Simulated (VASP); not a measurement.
All values below come from RPBE GGA, VASP's PBE PAW potentials (set 64) (plane waves; VASP).

VASP ran on this input.

POSCAR:
```
Co
1.0
  1.2448615358  -2.1561636640   0.0000000000
  1.2448615358   2.1561636640   0.0000000000
  0.0000000000   0.0000000000   4.0295816596
Co
2
Direct
  0.3333330000   0.6666670000   0.2500000000
  0.6666670000   0.3333330000   0.7500000000
```

File KPOINTS:
```
Automatic mesh
0
Gamma
17 17 9
0 0 0
```

**INCAR**
```
ENCUT=520   ! plane-wave cut-off (eV)
LMAXMIX=4   ! l cut-off of mixed one-centre charges
SIGMA=0.1   ! width (eV)
EDIFF=1E-7
MAGMOM=2*1.7
IBRION=2   ! conjugate gradients
EDIFFG=-0.01
LREAL=.False.
ISMEAR=1   ! Methfessel-Paxton
NELM=100   ! most electronic steps
LASPH=.True.   ! aspherical one-centre terms
ALGO=Normal   ! blocked Davidson
GGA=RP
SYSTEM=Co
NSW=30   ! most ionic steps
PREC=Accurate
LCHARG=.False.
ISIF=4   ! ions and shape, fixed volume
LORBIT=10
LWAVE=.False.
ISPIN=2   ! spin-polarised
```

POTCAR, in this order: Co (PBE.64 set). Program: vasp_std.

The resulting files:

OSZICAR:
```
       N       E                     dE             d eps       ncg     rms          rms(c)
DAV:   1     0.811972392843E+02    0.81197E+02   -0.83509E+03 10100   0.159E+03
DAV:   2    -0.127333798061E+02   -0.93931E+02   -0.86930E+02  9921   0.256E+02
DAV:   3    -0.149042534567E+02   -0.21709E+01   -0.21142E+01 12119   0.557E+01
DAV:   4    -0.149364925564E+02   -0.32239E-01   -0.32232E-01 13982   0.513E+00
DAV:   5    -0.149367962918E+02   -0.30374E-03   -0.30373E-03 12506   0.476E-01    0.146E+01
DAV:   6    -0.133968370883E+02    0.15400E+01   -0.12658E+01 10656   0.722E+01    0.685E+00
DAV:   7    -0.130496597502E+02    0.34718E+00   -0.16705E+00 11181   0.255E+01    0.386E+00
DAV:   8    -0.130325698875E+02    0.17090E-01   -0.22016E-02 13440   0.182E+00    0.194E+00
DAV:   9    -0.130178552513E+02    0.14715E-01   -0.63518E-03 14848   0.141E+00    0.564E-01
DAV:  10    -0.130186445411E+02   -0.78929E-03   -0.17684E-03 13986   0.621E-01    0.115E-01
DAV:  11    -0.130186639743E+02   -0.19433E-04   -0.98634E-05 13998   0.149E-01    0.254E-02
DAV:  12    -0.130186626551E+02    0.13192E-05   -0.60311E-06 11133   0.329E-02    0.135E-02
DAV:  13    -0.130186630173E+02   -0.36225E-06   -0.21041E-06 13577   0.223E-02    0.887E-03
DAV:  14    -0.130186627519E+02    0.26541E-06   -0.39103E-07 11208   0.741E-03    0.257E-03
DAV:  15    -0.130186622985E+02    0.45347E-06   -0.42828E-08  5790   0.379E-03    0.123E-03
DAV:  16    -0.130186623622E+02   -0.63696E-07   -0.89273E-09  5531   0.170E-03
   1 F= -.13018662E+02 E0= -.13018785E+02  d E =-.130187E+02  mag=     3.2566
       N       E                     dE             d eps       ncg     rms          rms(c)
DAV:   1    -0.130192567649E+02   -0.59447E-03   -0.18264E-02 11062   0.116E+00    0.148E-01
DAV:   2    -0.130188871403E+02    0.36962E-03   -0.26329E-04 13385   0.292E-01    0.762E-02
DAV:   3    -0.130187623442E+02    0.12480E-03   -0.17253E-04 12137   0.151E-01    0.233E-02
DAV:   4    -0.130187670798E+02   -0.47356E-05   -0.13875E-05 11252   0.544E-02    0.574E-03
DAV:   5    -0.130187659267E+02    0.11531E-05   -0.10577E-06 14681   0.177E-02    0.370E-03
DAV:   6    -0.130187654970E+02    0.42966E-06   -0.28425E-07  7787   0.948E-03    0.174E-03
DAV:   7    -0.130187654489E+02    0.48185E-07   -0.69310E-08  5545   0.284E-03
   2 F= -.13018765E+02 E0= -.13018899E+02  d E =-.103087E-03  mag=     3.2538
```

**OUTCAR**
```
------------------------ aborting loop because EDIFF is reached ----------------------------------------
  FORCE on cell =-STRESS in cart. coord.  units (eV):
  Direction    XX          YY          ZZ          XY          YZ          ZX
  --------------------------------------------------------------------------------------
  Total        0.8449669      0.8449671      0.8444052      0.0000000     -0.0000000      0.0000000
  in kB       62.5831691     62.5831833     62.5415650      0.0000000     -0.0000000      0.0000000
  external PRESSURE =      62.5693058 kB  Pullay stress =       0.0000000 kB
  volume of cell :       21.63
      direct lattice vectors                 reciprocal lattice vectors
     1.245984910 -2.158109416 -0.000000000     0.401288969 -0.231684268  0.000000000
     1.245984910  2.158109416  0.000000000     0.401288969  0.231684268  0.000000000
    -0.000000000  0.000000000  4.022318810     0.000000000 -0.000000000  0.248612814
 POSITION                                       TOTAL-FORCE (eV/Angst)
 -----------------------------------------------------------------------------------
      1.24598      0.71937      1.00558        -0.000000     -0.000000      0.000000
      1.24598     -0.71937      3.01674         0.000000      0.000000      0.000000
 -----------------------------------------------------------------------------------
    total drift:                                0.000023     -0.000000     -0.000028
  FREE ENERGIE OF THE ION-ELECTRON SYSTEM (eV)
  ---------------------------------------------------
  free  energy   TOTEN  =       -13.0187654489 eV

  energy  without entropy=      -13.0191662303  energy(sigma->0) =      -13.01889904

 total charge

# of ion       s       p       d       tot
------------------------------------------
    1        0.492   0.526   7.262   8.280
    2        0.492   0.526   7.262   8.280
--------------------------------------------------
tot          0.985   1.051  14.524  16.561

 magnetization (x)

# of ion       s       p       d       tot
------------------------------------------
    1       -0.016  -0.059   1.724   1.649
    2       -0.016  -0.059   1.724   1.649
--------------------------------------------------
tot         -0.032  -0.117   3.448   3.299

 reached required accuracy - stopping structural energy minimisation
```
(Selected blocks of OUTCAR.)

**CONTCAR**
```
Co
   1.00000000000000
     1.2459849103808183   -2.1581094161282306   -0.0000000000000000
     1.2459849103808183    2.1581094161282306    0.0000000000000000
    -0.0000000000000000    0.0000000000000000    4.0223188097566549
  Co
     2
Direct
     0.3333330000000032    0.6666669999999968    0.2500000000000000
     0.6666669999999968    0.3333330000000032    0.7500000000000000
```

The compound is Co in the hcp structure. This cell is one point of a volume scan, at 0.97 of the reference volume. Symmetry was kept, so distortions that lower it aren't found.
